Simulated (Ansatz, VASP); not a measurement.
# CsLiCr2Te2S3 in VASP and in Ansatz

```
Cs Li Cr Te S
1.0
     3.42162   -5.18069    0.00784
     3.42162    5.18069    0.00784
    -2.90411    0.00000    7.43093
Cs Li Cr Te S
1 1 2 2 3
Direct
  0.09374 0.09374 0.00853
  0.58875 0.58875 0.55336
  0.05646 0.46755 0.55790
  0.46755 0.05646 0.55790
  0.56486 0.87357 0.29035
  0.87357 0.56486 0.29035
  0.81151 0.39697 0.73347
  0.39697 0.81151 0.73347
  0.21404 0.21404 0.48371
```

The cell was built by a generator and needn't be a form met in nature.

Alike in both runs: functional PBE; k mesh 5 × 5 × 4; occupations fermi-dirac, width 0.05 eV; collinear spin, ferromagnetic start.

|  | VASP | Ansatz |
| --- | --- | --- |
| version | VASP 6.6.1 | Ansatz 0.2.0 |
| potentials or method | VASP PAW PBE potentials, release 64 (Cs_sv, Li_sv, Cr_pv, Te, S) | Ansatz PAW |
| plane-wave cutoff (eV) | 520 | 420 |
| valence electrons in the cell | 66 | 90 |
| task | electrostatic potential | single point |

|  | VASP | Ansatz | Ansatz less VASP |
| --- | --- | --- | --- |
| gap on the k mesh at the Fermi level (eV) | none | none | - |
| rms of the force components (eV/Å) | 0.005 | 0.005 | +0.0009 |
| net moment per atom (μB) | 0.45 | 0.45 | 0.000 |
| size of the moment on the site where the two differ most (μB) | 2.27 | 2.02 | -0.253 |

Site moments also hang on the region over which each program counts them. Atom by atom the forces differ by 0.003 eV/Å (rms over components). A gap of «none» marks a metal or a gap that the smearing closes. The two sets of potentials don't hold the same shells in valence.

Caveats: only a ferromagnetic start was run, and an antiferromagnetic order may lie lower in energy. With open d or f shells a metallic result of PBE can be an artefact of self-interaction; +U or a hybrid may open a gap. Spin-orbit coupling is left out, which matters for the levels of Cs, Te.
